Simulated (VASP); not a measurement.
# CdF2: the band gap up a ladder of functionals, part 2 of 7

Wanted: bands and gap of CdF2 from one functional after another. The start is a cell from a database of measured crystal structures.

VASP 6.6.1, plane waves and PAW; the level of theory is named at each step.

Still holding for the runs below: Spin-orbit coupling is off here; it would split degenerate levels.

So far, least gap on mesh and path (eV): step 2 (bands, level LDA, k 5×5×5) 2.80; step 3 (bands, level PBE, k 5×5×5) 3.07.

### Step 4. Bands with r2SCAN, k 5×5×5

This step: r2SCAN; plane waves and PAW (Cd, F) (VASP 6.6.1).

r2SCAN adds the kinetic-energy density, costs more than a GGA and is run with LASPH.

Input file INCAR:

```
SYSTEM = CdF2
PREC = Accurate
ENCUT = 520
EDIFF = 1E-06
NELM = 100
ISMEAR = 0
SIGMA = 0.02
LREAL = .FALSE.
ALGO = Normal
METAGGA = R2SCAN
LASPH = .TRUE.
NBANDS = 26
LORBIT = 11
LWAVE = .FALSE.
LCHARG = .FALSE.
KPAR = 4
```

Input file POSCAR:

```
CdF2
1.0
    0.0000000000      2.6940000000      2.6940000000
    2.6940000000      0.0000000000      2.6940000000
    2.6940000000      2.6940000000      0.0000000000
Cd F
1 2
Direct
    0.0000000000      0.0000000000      0.0000000000
    0.2500000000      0.2500000000      0.2500000000
    0.7500000000      0.7500000000      0.7500000000
```

Input file KPOINTS:

```
Automatic mesh
0
Gamma
5 5 5
0 0 0
```

Input file KPOINTS_OPT:

```
Line mode
16
Line-mode
Reciprocal
  0.00000000   0.00000000   0.00000000 GAMMA
  0.50000000   0.00000000   0.50000000 X

  0.50000000   0.00000000   0.50000000 X
  0.50000000   0.25000000   0.75000000 W

  0.50000000   0.25000000   0.75000000 W
  0.37500000   0.37500000   0.75000000 K

  0.37500000   0.37500000   0.75000000 K
  0.00000000   0.00000000   0.00000000 GAMMA

  0.00000000   0.00000000   0.00000000 GAMMA
  0.50000000   0.50000000   0.50000000 L

  0.50000000   0.50000000   0.50000000 L
  0.62500000   0.25000000   0.62500000 U

  0.62500000   0.25000000   0.62500000 U
  0.50000000   0.25000000   0.75000000 W

  0.50000000   0.25000000   0.75000000 W
  0.50000000   0.50000000   0.50000000 L

  0.50000000   0.50000000   0.50000000 L
  0.37500000   0.37500000   0.75000000 K

  0.62500000   0.25000000   0.62500000 U
  0.50000000   0.00000000   0.50000000 X
```

PAW data sets: Cd and F (PBE family, release 64).

Command:

```console
$ mpirun -np 4 vasp_std
```

Numbers of over 12 decimals in the logs are rounded to 6 here.

The log of the run:

```text
[banner, memory and clock lines left out]
running    4 mpi-ranks, on    1 nodes
[...]
[... a notice as in an earlier step ...]

 LDA part: xc-table for (None), standard interpolation
 POSCAR, INCAR and KPOINTS ok, starting setup
[...]
entering main loop
       N       E                     dE             d eps       ncg     rms          rms(c)
DAV:   1     0.170553101490E+03    0.17055E+03   -0.15090E+04   552   0.103E+03
DAV:   2    -0.346994740994E+02   -0.20525E+03   -0.19184E+03   606   0.294E+02
DAV:   3    -0.431072728376E+02   -0.84078E+01   -0.83815E+01   582   0.631E+01
DAV:   4    -0.431402075432E+02   -0.32935E-01   -0.32933E-01   566   0.404E+00
[...]
DAV:  14    -0.337193597171E+02    0.48547E-05   -0.32129E-05   550   0.444E-02    0.125E-02
DAV:  15    -0.337193586386E+02    0.10785E-05   -0.85311E-07   382   0.673E-03    0.680E-03
DAV:  16    -0.337193583401E+02    0.29851E-06   -0.66761E-07   308   0.624E-03
   1 F= -.33719358E+02 E0= -.33719358E+02  d E =-.318292E-29
 Start KPOINTS_OPT (optional k-point list driver)
k-point batch [1-10\160]
       N       E                     dE             ncg
DAV:   1     0.197473343989E+03   -0.22800E+04      536
DAV:   2    -0.187305014897E+04   -0.20705E+04      630
DAV:   3    -0.196161452088E+04   -0.88564E+02      554
DAV:   4    -0.196197245723E+04   -0.35794E+00      526
DAV:   5    -0.196197358636E+04   -0.11291E-02      532
DAV:   6    -0.196197359223E+04   -0.58737E-05      520
DAV:   7    -0.196197359227E+04   -0.35258E-07      380
[...]
k-point batch [151-160\160]
       N       E                     dE             ncg
DAV:   1     0.663038130221E+02   -0.10012E+05      552
DAV:   2    -0.191977939410E+04   -0.19861E+04      570
DAV:   3    -0.199603739263E+04   -0.76258E+02      670
DAV:   4    -0.199632126240E+04   -0.28387E+00      624
DAV:   5    -0.199632214130E+04   -0.87890E-03      652
DAV:   6    -0.199632214566E+04   -0.43652E-05      640
DAV:   7    -0.199632214569E+04   -0.27325E-07      472
```

Wall time 2.4 min (4 MPI ranks of AMD EPYC 7R43, shared host); peak memory 0.57 GiB; 9.5 min of CPU time.

OUTCAR, selected parts (step 4):

```text
  Total        0.2458646      0.2458646      0.2458646     -0.0000000      0.0000000      0.0000000
  in kB       10.0735785     10.0735785     10.0735785     -0.0000000      0.0000000      0.0000000
  external PRESSURE =      10.0735785 kB  Pullay stress =       0.0000000 kB

 POSITION                                       TOTAL-FORCE (eV/Angst)
 -----------------------------------------------------------------------------------
      0.00000      0.00000      0.00000         0.000000      0.000000      0.000000
      1.34700      1.34700      1.34700         0.000000      0.000000      0.000000
      4.04100      4.04100      4.04100        -0.000000     -0.000000     -0.000000
 -----------------------------------------------------------------------------------
    total drift:                                0.000000      0.000000      0.000000

  FREE ENERGIE OF THE ION-ELECTRON SYSTEM (eV)
  ---------------------------------------------------
  free  energy   TOTEN  =       -33.7193583401 eV

  energy  without entropy=      -33.7193583401  energy(sigma->0) =      -33.71935834

[... 2 parts as in an earlier step ...]

[... 1 further part left out ...]
[key lines of the parts left out:]
E-fermi :  -1.7940
```

The PAW data sets were made with PBE, which is usual practice but a small mismatch for other functionals.

Electronic bands along the path, in eV, zero at the valence-band top; v1 is the highest filled band, c1 the lowest empty one:

```
          point     v4     v3     v2     v1    c1     c2
              Γ  -0.99  -0.50  -0.50  -0.50  3.75  13.61
0.47 of the way  -1.75  -0.50  -0.34  -0.34  5.76  11.49
              X  -2.97  -0.51  -0.09  -0.09  8.88  10.55
0.47 of the way  -2.56  -0.56  -0.48  -0.05  8.91  11.07
              W  -1.53  -1.53  -0.61   0.00  8.94  11.87
0.53 of the way  -2.07  -1.07  -0.53  -0.07  8.87  11.65
              K  -2.32  -0.96  -0.35  -0.20  8.82  11.58
0.47 of the way  -1.50  -1.21  -0.44  -0.40  6.53  11.21
              Γ  -0.99  -0.50  -0.50  -0.50  3.75  13.61
0.47 of the way  -1.33  -1.02  -0.46  -0.46  5.42  11.67
              L  -1.85  -1.85  -0.40  -0.40  7.99   9.70
0.47 of the way  -2.05  -1.49  -0.41  -0.34  8.26  10.15
              U  -2.32  -0.96  -0.35  -0.20  8.82  11.58
0.47 of the way  -2.07  -1.07  -0.53  -0.07  8.87  11.65
              W  -1.53  -1.53  -0.61   0.00  8.94  11.87
0.47 of the way  -1.84  -1.49  -0.49  -0.22  8.44  10.47
              L  -1.85  -1.85  -0.40  -0.40  7.99   9.70
0.53 of the way  -2.11  -1.43  -0.41  -0.32  8.33  10.29
              K  -2.32  -0.96  -0.35  -0.20  8.82  11.58
      jump to U  -2.32  -0.96  -0.35  -0.20  8.82  11.58
0.47 of the way  -2.67  -0.58  -0.25  -0.13  8.89  10.89
              X  -2.97  -0.51  -0.09  -0.09  8.88  10.55
```

The largest weight of each band there:

```
point      v4      v3      v2      v1       c1       c2
    Γ  F 0.98  F 0.64  F 0.64  F 0.64  Cd 0.77  Cd 0.99
    X  F 0.94  F 1.00  F 0.87  F 0.87  Cd 0.72  Cd 0.75
    W  F 0.82  F 0.82  F 1.00  F 0.87  Cd 0.69   F 0.70
    K  F 0.64  F 0.95  F 0.92  F 0.83  Cd 0.69   F 0.67
    Γ  F 0.98  F 0.64  F 0.64  F 0.64  Cd 0.77  Cd 0.99
    L  F 0.96  F 0.96  F 0.72  F 0.72  Cd 0.62   F 0.64
```

The gap is 3.75 eV, indirect, from W to Γ. Against LDA that is +0.95 eV; this run took 4.9 times the core time.

### Step 5. Bands with TB-mBJ, k 5×5×5

This step: TB-mBJ; plane waves and PAW (Cd, F) (VASP 6.6.1).

TB-mBJ is a local potential fitted to gaps: it costs far less than a hybrid but gives no energy.

Edit INCAR of step 4 so:

```diff
@@ -4,3 +4,3 @@
 EDIFF = 1E-06
-NELM = 100
+NELM = 150
 ISMEAR = 0
@@ -9,3 +9,3 @@
 ALGO = Normal
-METAGGA = R2SCAN
+METAGGA = MBJ
 LASPH = .TRUE.
```

POSCAR is that of step 4.

KPOINTS is that of step 4.

KPOINTS_OPT is that of step 4.

Command:

```console
$ mpirun -np 4 vasp_std
```

The log of the run:

```text
[... set-up lines as in an earlier step ...]
 entering main loop
       N       E                     dE             d eps       ncg     rms          rms(c)
DAV:   1     0.496866363364E+03    0.49687E+03   -0.14645E+04   544   0.101E+03
DAV:   2     0.297103831641E+03   -0.19976E+03   -0.18638E+03   608   0.286E+02
DAV:   3     0.288710773775E+03   -0.83931E+01   -0.83640E+01   588   0.617E+01
DAV:   4     0.288674832706E+03   -0.35941E-01   -0.35939E-01   572   0.415E+00
[...]
DAV:  51     0.293548829633E+03   -0.18758E-05   -0.16830E-12   266   0.128E-05    0.364E-07
DAV:  52     0.293548830896E+03    0.12631E-05    0.14133E-12   266   0.636E-06    0.176E-06
DAV:  53     0.293548831332E+03    0.43571E-06    0.35938E-12   266   0.388E-06
   1 F= 0.29354883E+03 E0= 0.29354883E+03  d E =-.307646E-48
 Start KPOINTS_OPT (optional k-point list driver)
k-point batch [1-10\160]
       N       E                     dE             ncg
DAV:   1     0.925767861268E+03   -0.15517E+04      528
DAV:   2    -0.122737851460E+04   -0.21531E+04      616
DAV:   3    -0.131450891763E+04   -0.87130E+02      556
DAV:   4    -0.131494509698E+04   -0.43618E+00      536
DAV:   5    -0.131494774145E+04   -0.26445E-02      542
DAV:   6    -0.131494776655E+04   -0.25101E-04      536
DAV:   7    -0.131494776683E+04   -0.27102E-06      416
[...]
k-point batch [151-160\160]
       N       E                     dE             ncg
DAV:   1     0.786609056188E+03   -0.92921E+04      544
DAV:   2    -0.126160943562E+04   -0.20482E+04      594
DAV:   3    -0.133828194885E+04   -0.76673E+02      632
DAV:   4    -0.133865219044E+04   -0.37024E+00      640
DAV:   5    -0.133865447753E+04   -0.22871E-02      648
DAV:   6    -0.133865450012E+04   -0.22585E-04      648
DAV:   7    -0.133865450037E+04   -0.25611E-06      480
```

Wall time 73 s (4 MPI ranks); peak memory 0.51 GiB.

Parts of OUTCAR (step 5):

```text
  Total     -100.4037323   -100.4037323   -100.4037323      0.0000000      0.0000000      0.0000000
  in kB    -4113.7478633  -4113.7478633  -4113.7478633      0.0000000      0.0000000      0.0000000
  external PRESSURE =   -4113.7478633 kB  Pullay stress =       0.0000000 kB

 POSITION                                       TOTAL-FORCE (eV/Angst)
 -----------------------------------------------------------------------------------
      0.00000      0.00000      0.00000        -0.000000      0.000000     -0.000000
      1.34700      1.34700      1.34700        -0.000000      0.000000     -0.000000
      4.04100      4.04100      4.04100         0.000000     -0.000000      0.000000
 -----------------------------------------------------------------------------------
    total drift:                                0.000000      0.000000      0.000000

  FREE ENERGIE OF THE ION-ELECTRON SYSTEM (eV)
  ---------------------------------------------------
  free  energy   TOTEN  =       293.5488313320 eV

  energy  without entropy=      293.5488313320  energy(sigma->0) =      293.54883133

[... 2 parts as in an earlier step ...]

[... 1 further part left out ...]
[key lines of the parts left out:]
E-fermi :   0.5258
```

This functional is a potential without an energy, so its energies, forces and stress mean nothing and are not read.

The electronic bands at the labelled points (eV, zero at the valence-band top; v1 is the highest filled band, c1 the lowest empty one):

```csv
point,v4,v3,v2,v1,c1,c2
Γ,-0.86,-0.42,-0.42,-0.42,6.62,16.57
0.47 of the way,-1.47,-0.44,-0.28,-0.28,8.32,14.71
X,-2.43,-0.49,-0.07,-0.07,11.34,13.12
0.47 of the way,-2.10,-0.53,-0.38,-0.04,11.35,13.60
W,-1.23,-1.23,-0.57,0.00,11.37,15.10
0.53 of the way,-1.68,-0.87,-0.48,-0.06,11.30,14.38
K,-1.88,-0.81,-0.31,-0.16,11.26,14.16
0.47 of the way,-1.28,-0.90,-0.36,-0.35,8.99,14.39
Γ,-0.86,-0.42,-0.42,-0.42,6.62,16.57
0.47 of the way,-1.14,-0.76,-0.38,-0.38,7.98,14.82
L,-1.57,-1.57,-0.32,-0.32,10.34,12.77
0.47 of the way,-1.70,-1.23,-0.35,-0.27,10.63,13.22
U,-1.88,-0.81,-0.31,-0.16,11.26,14.16
0.47 of the way,-1.68,-0.87,-0.48,-0.06,11.30,14.38
W,-1.23,-1.23,-0.57,0.00,11.37,15.10
0.47 of the way,-1.50,-1.22,-0.43,-0.18,10.83,13.54
L,-1.57,-1.57,-0.32,-0.32,10.34,12.77
0.53 of the way,-1.69,-1.18,-0.35,-0.26,10.71,13.35
K,-1.88,-0.81,-0.31,-0.16,11.26,14.16
jump to U,-1.88,-0.81,-0.31,-0.16,11.26,14.16
0.47 of the way,-2.19,-0.54,-0.20,-0.10,11.34,13.44
X,-2.43,-0.49,-0.07,-0.07,11.34,13.12
```

The largest weight of each band there:

```
point       v4      v3      v2      v1       c1       c2
    Γ   F 0.99  F 0.64  F 0.64  F 0.64  Cd 0.80  Cd 0.99
    X  Cd 0.50  F 1.00  F 0.85  F 0.85  Cd 0.76  Cd 0.76
    W   F 0.82  F 0.82  F 1.00  F 0.86  Cd 0.75  Cd 0.67
    K   F 0.68  F 0.96  F 0.91  F 0.82  Cd 0.75  Cd 0.70
    Γ   F 0.99  F 0.64  F 0.64  F 0.64  Cd 0.80  Cd 0.99
    L   F 0.97  F 0.97  F 0.72  F 0.72  Cd 0.70   F 0.51
```

The gap is 6.62 eV, indirect, from W to Γ. Against LDA that is +3.82 eV; this run took 2.5 times the core time.

### Step 6. Bands with SCAN, k 5×5×5

This step: SCAN; plane waves and PAW (Cd, F) (VASP 6.6.1).

SCAN adds the kinetic-energy density; it is numerically more delicate than r2SCAN.

Edit INCAR of step 5 so:

```diff
@@ -4,3 +4,3 @@
 EDIFF = 1E-06
-NELM = 150
+NELM = 100
 ISMEAR = 0
@@ -9,3 +9,3 @@
 ALGO = Normal
-METAGGA = MBJ
+METAGGA = SCAN
 LASPH = .TRUE.
```

POSCAR is that of step 5.

KPOINTS is that of step 5.

KPOINTS_OPT is that of step 5.

Command:

```console
$ mpirun -np 4 vasp_std
```

The log of the run:

```text
[... set-up lines as in an earlier step ...]
 entering main loop
       N       E                     dE             d eps       ncg     rms          rms(c)
DAV:   1     0.154097055663E+03    0.15410E+03   -0.15194E+04   560   0.103E+03
DAV:   2    -0.461768318053E+02   -0.20027E+03   -0.18879E+03   614   0.293E+02
DAV:   3    -0.540069346580E+02   -0.78301E+01   -0.78057E+01   572   0.607E+01
DAV:   4    -0.540342992310E+02   -0.27365E-01   -0.27363E-01   572   0.373E+00
[...]
DAV:  16    -0.447098352692E+02    0.41279E-05   -0.96341E-07   298   0.735E-03    0.818E-04
DAV:  17    -0.447098332532E+02    0.20159E-05   -0.52870E-08   308   0.223E-03    0.943E-04
DAV:  18    -0.447098330226E+02    0.23068E-06   -0.25298E-09   292   0.536E-04
   1 F= -.44709833E+02 E0= -.44709833E+02  d E =-.151573E-70
 Start KPOINTS_OPT (optional k-point list driver)
k-point batch [1-10\160]
       N       E                     dE             ncg
DAV:   1     0.181842776244E+03   -0.22957E+04      536
DAV:   2    -0.188672858480E+04   -0.20686E+04      630
DAV:   3    -0.197493907634E+04   -0.88210E+02      546
DAV:   4    -0.197527161404E+04   -0.33254E+00      526
DAV:   5    -0.197527251796E+04   -0.90392E-03      530
DAV:   6    -0.197527252218E+04   -0.42248E-05      522
DAV:   7    -0.197527252221E+04   -0.27151E-07      370
[...]
k-point batch [151-160\160]
       N       E                     dE             ncg
DAV:   1     0.507487464309E+02   -0.10028E+05      552
DAV:   2    -0.193392266634E+04   -0.19847E+04      570
DAV:   3    -0.200976910841E+04   -0.75846E+02      670
DAV:   4    -0.201002996029E+04   -0.26085E+00      624
DAV:   5    -0.201003066245E+04   -0.70216E-03      644
DAV:   6    -0.201003066559E+04   -0.31479E-05      608
DAV:   7    -0.201003066562E+04   -0.24954E-07      470
```

It took 2.5 min on 4 MPI ranks; peak memory 0.54 GiB; 10 min of CPU time.

Parts of OUTCAR (step 6):

```text
  Total        0.0133890      0.0133890      0.0133890     -0.0000000     -0.0000000      0.0000000
  in kB        0.5485750      0.5485750      0.5485750     -0.0000000     -0.0000000      0.0000000
  external PRESSURE =       0.5485750 kB  Pullay stress =       0.0000000 kB

 POSITION                                       TOTAL-FORCE (eV/Angst)
 -----------------------------------------------------------------------------------
      0.00000      0.00000      0.00000        -0.000000     -0.000000     -0.000000
      1.34700      1.34700      1.34700        -0.000000     -0.000000      0.000000
      4.04100      4.04100      4.04100         0.000000      0.000000     -0.000000
 -----------------------------------------------------------------------------------
    total drift:                                0.000000      0.000000      0.000000

  FREE ENERGIE OF THE ION-ELECTRON SYSTEM (eV)
  ---------------------------------------------------
  free  energy   TOTEN  =       -44.7098330226 eV

  energy  without entropy=      -44.7098330226  energy(sigma->0) =      -44.70983302

[... 2 parts as in an earlier step ...]

[... 1 further part left out ...]
[key lines of the parts left out:]
E-fermi :  -1.7430
```

The electronic bands at the labelled points (eV, zero at the valence-band top; v1 is the highest filled band, c1 the lowest empty one):

```csv
point,v4,v3,v2,v1,c1,c2
Γ,-0.99,-0.50,-0.50,-0.50,3.64,13.47
0.47 of the way,-1.75,-0.50,-0.34,-0.34,5.66,11.38
X,-2.98,-0.52,-0.09,-0.09,8.76,10.43
0.47 of the way,-2.56,-0.56,-0.48,-0.05,8.80,10.95
W,-1.53,-1.53,-0.61,0.00,8.83,11.79
0.53 of the way,-2.07,-1.07,-0.53,-0.07,8.76,11.57
K,-2.32,-0.96,-0.35,-0.20,8.71,11.50
0.47 of the way,-1.50,-1.22,-0.43,-0.40,6.43,11.10
Γ,-0.99,-0.50,-0.50,-0.50,3.64,13.47
0.47 of the way,-1.33,-1.02,-0.46,-0.46,5.32,11.56
L,-1.86,-1.86,-0.40,-0.40,7.88,9.60
0.47 of the way,-2.06,-1.49,-0.41,-0.33,8.15,10.06
U,-2.32,-0.96,-0.35,-0.20,8.71,11.50
0.47 of the way,-2.07,-1.07,-0.53,-0.07,8.76,11.57
W,-1.53,-1.53,-0.61,0.00,8.83,11.79
0.47 of the way,-1.85,-1.49,-0.49,-0.22,8.33,10.38
L,-1.86,-1.86,-0.40,-0.40,7.88,9.60
0.53 of the way,-2.11,-1.43,-0.41,-0.32,8.23,10.20
K,-2.32,-0.96,-0.35,-0.20,8.71,11.50
jump to U,-2.32,-0.96,-0.35,-0.20,8.71,11.50
0.47 of the way,-2.67,-0.59,-0.25,-0.13,8.78,10.78
X,-2.98,-0.52,-0.09,-0.09,8.76,10.43
```

The largest weight of each band there:

```csv
point,v4,v3,v2,v1,c1,c2
Γ,F 0.98,F 0.64,F 0.64,F 0.64,Cd 0.77,Cd 0.99
X,F 0.94,F 1.00,F 0.86,F 0.86,Cd 0.72,Cd 0.75
W,F 0.82,F 0.82,F 1.00,F 0.87,Cd 0.69,F 0.70
K,F 0.64,F 0.95,F 0.92,F 0.83,Cd 0.69,F 0.67
Γ,F 0.98,F 0.64,F 0.64,F 0.64,Cd 0.77,Cd 0.99
L,F 0.96,F 0.96,F 0.72,F 0.72,Cd 0.63,F 0.63
```

The gap is 3.64 eV, indirect, from W to Γ. Against LDA that is +0.84 eV; this run took 5.2 times the core time.

[end of part 2 of 7]

[Lines on the potential files, build, host, timing and source positions are cut from VASP's logs without a mark.]

[Logs are printed without paths, hosts, clocks, repeated set-up lines and the standing remarks that a program may print on its own settings, such as how far it seeks lower states.]

[Hosts, paths, dates, database ids (printed as entryN), source tags and the programs' standing remarks are cut or masked in the printed files.]

[Measured values are set beside computed ones only where the two were judged alike; some that the calculation misses by far are left out.]
